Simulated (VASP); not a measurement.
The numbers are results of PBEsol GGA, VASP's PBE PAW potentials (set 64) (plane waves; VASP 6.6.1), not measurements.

VASP input:

### KPOINTS
```
Automatic mesh
0
Gamma
17 17 8
0 0 0
```

**INCAR**
```
ENCUT=500   ! plane-wave cut-off (eV)
LCHARG=.FALSE.
NELM=100   ! most electronic steps
ISIF=3   ! ions, shape and volume
ISMEAR=1   ! Methfessel-Paxton
SYSTEM=Zn
SIGMA=0.1
NSW=40   ! most ionic steps
LREAL=.FALSE.
LWAVE=.FALSE.
ALGO=Normal   ! blocked Davidson
IBRION=2   ! conjugate gradients
EDIFFG=-0.02
LMAXMIX=4
PSTRESS=200
LASPH=.TRUE.
EDIFF=1E-6
GGA=PS
PREC=Accurate
```

### POSCAR
```
Zn
1
    1.2566371605    -2.1765600343    -0.0000000000
    1.2566371605     2.1765600343     0.0000000000
    0.0000000000    -0.0000000000     4.4475008444
Zn
2
Direct
  0.3333330000   0.6666670000   0.2500000000
  0.6666670000   0.3333330000   0.7500000000
```

POTCAR, in this order: Zn (PBE.64 set). Program: vasp_std.

Question: What will the output report for the number of irreducible k-points (NKPTS), largest plane-wave count, number of space-group operations, FFT grid (NGX, NGY, NGZ)?

Answer: 
```json
{
  "number of irreducible k-points (NKPTS)": "165",
  "largest_plane_wave_count": "635",
  "number_of_space_group_operations": "24",
  "FFT grid (NGX, NGY, NGZ)": "18 × 18 × 32"
}
```

The compound is Zn in the hcp structure. This run relaxes it under an external pressure of 20 GPa. Symmetry was kept, so distortions that lower it aren't found.
